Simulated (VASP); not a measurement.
Input:

```
MgS
1.0
    0.00000     2.54063     2.54063
    2.54063     0.00000     2.54063
    2.54063     2.54063     0.00000
Mg S
1 1
Cartesian
  0.00000   0.00000   0.00000
  2.54063   2.54063   2.54063
```

These are PBEsol GGA, VASP's PBE PAW potentials (set 64) (plane waves; VASP 6.6.1) values and carry that method's errors. Run with 500 eV cut-off, 9×9×9 Γ-centred mesh, Gaussian smearing of 0.050 eV, potentials Mg S.

Energy and stress use the plane-wave basis of the starting cell.

Q: The ions, cell shape and volume at an external pressure of 10.0 GPa are relaxed. What does this cell relax into?

A: 
```
MgS
1.0
    0.00000     2.50187     2.50187
    2.50187     0.00000     2.50187
    2.50187     2.50187     0.00000
Mg S
1 1
Direct
  0.00000   0.00000   0.00000
  0.50000   0.50000   0.50000
```
Space group Fm-3m (225), at a tolerance of 0.03 Å.

Q: How do energy and volume change from the first to the last step?

A: The energy (σ→0) changes by +34.1 meV/atom and the volume by -4.5 %, in 3 ionic steps.

The compound is MgS in the rock salt structure. This run relaxes it under an external pressure of 10 GPa. Symmetry was kept, so distortions that lower it aren't found.
